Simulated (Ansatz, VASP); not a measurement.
# ZnAg: VASP beside Ansatz

```
Zn Ag
1.0
     3.14544    0.00000    0.00000
     0.00000    3.14544    0.00000
     0.00000    0.00000    3.14544
Zn Ag
1 1
Direct
  0.50000 0.50000 0.50000
  0.00000 0.00000 0.00000
```

Change from the starting cell: volume scaled by 0.99, crystal datasets.

Alike in both runs: task electric field gradients; functional LDA; k mesh 12 × 12 × 12; occupations fermi-dirac, width 0.03 eV; no spin polarisation.

|  | VASP | Ansatz |
| --- | --- | --- |
| version | VASP 6.6.1 | Ansatz 0.2.0 |
| potentials or method | VASP PAW LDA potentials, release 64 (Zn, Ag), cutoff 520 eV | all-electron PAW with datasets made for the crystal, scalar-relativistic |

|  | VASP | Ansatz | Ansatz less VASP |
| --- | --- | --- | --- |
| pressure (GPa) | -6.8 | -7.2 | -0.42 |
| Vzz of the field gradient on the site that differs most (V/Å²) | 0.0 | 0.0 | 0.00 |

Ansatz ran all-electron here, so the differences hold the error of VASP's frozen core and of both bases. Ansatz warned: «gradients_without_spin_orbit».
